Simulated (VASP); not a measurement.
Data:

```xyz
5
Lattice="4.0122 0.0000 0.0000 0.0000 4.0122 0.0000 0.0000 0.0000 4.0122" Properties=species:S:1:pos:R:3 pbc="T T T"
Ba     0.0000     0.0000     0.0000
Ti     2.0061     2.0061     2.0061
O      2.0061     0.0000     2.0061
O      0.0000     2.0061     2.0061
O      2.0061     2.0061     0.0000
```

These are PBE GGA with D4 dispersion, VASP's PBE PAW potentials (set 64) (plane waves; VASP 6.6.1) values and carry that method's errors. Run with 520 eV cut-off, 6×6×6 Γ-centred mesh, Gaussian smearing of 0.050 eV, potentials Ba_sv Ti_sv O.

Unless said otherwise, spin-orbit coupling is left out, though it shifts the bands of the heavy elements here.

**Question.** What does the run give for the energy per atom (σ→0), band gap (on the k-mesh) with the smallest direct gap where there is one?

**Answer.** 
```yaml
band gap (on the k-mesh): 1.73 eV
smallest direct gap (on the k-mesh): 1.88 eV
energy per atom (σ→0): -8.209 eV/atom
```

The compound is BaTiO3 in the cubic perovskite structure, the ideal cubic form; the compound distorts at low or room temperature. It was relaxed first.
